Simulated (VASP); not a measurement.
A VASP calculation is set up with these files.

### INCAR
```
! general
SYSTEM      =  YN
PREC        =  Accurate
ENCUT       =  450   ! plane-wave cut-off (eV)
LREAL       =  F
LASPH       =  T

! electronic loop
EDIFF       =  1E-6   ! SCF stop (eV)
NELM        =  100   ! most electronic steps
ALGO        =  Normal   ! blocked Davidson
LMAXMIX     =  4   ! l cut-off of mixed one-centre charges

! smearing
ISMEAR      =  0
SIGMA       =  0.05   ! width (eV)

! functional
GGA         =  PE   ! PBE
GGA_COMPAT  =  F

! spin
MAGMOM      =  0 0 0 0 0 0
LSORBIT     =  T

! output
LWAVE       =  T
LCHARG      =  F
```

POSCAR:
```
YN
3.463510
  0.0000000000   0.7071067248   0.7071067248
  0.7071067248   0.0000000000   0.7071067248
  0.7071067248   0.7071067248   0.0000000000
Y N
1 1
Direct
  0.0000000000   0.0000000000   0.0000000000
  0.5000000000   0.5000000000   0.5000000000
```

### KPOINTS
```
Automatic mesh
0
Gamma
8 8 8
0 0 0
```

POTCAR, in this order: Y_sv N (PBE.64 set). Program: vasp_ncl.

**Question.** Translate this PBE+SOC calculation to Ansatz.

**Answer.** One equivalent input (not run):
Ansatz 0.2 input:
```yaml
crystal:
  lattice:
    - [0.0000000, 2.4490712, 2.4490712]
    - [2.4490712, 0.0000000, 2.4490712]
    - [2.4490712, 2.4490712, 0.0000000]
  atoms:
    - { symbol: Y, position: [0.0000000, 0.0000000, 0.0000000] }
    - { symbol: N, position: [0.5000000, 0.5000000, 0.5000000] }
kpoints:
  mp_grid: { grid: [8, 8, 8] }
hamiltonian:
  xc: pbe
  pseudopotentials: { kind: paw }
magnetization: { noncollinear: true, spin_orbit: true }
scf:
  occupations: { method: gaussian, width: 0.05 }
  max_iter: 100
output: { forces: true, stress: true, eigenvalues: true }
```
Limits of the translation: each code has its own PAW files, so the cut-off isn't converted (ENCUT is set for VASP's; basis.ecutwfc is left out, and Ansatz then takes the one that its files recommend); Ansatz stops its SCF on the density residual and VASP on the energy change (EDIFF).

The compound is YN in the rock salt structure. It was relaxed first.
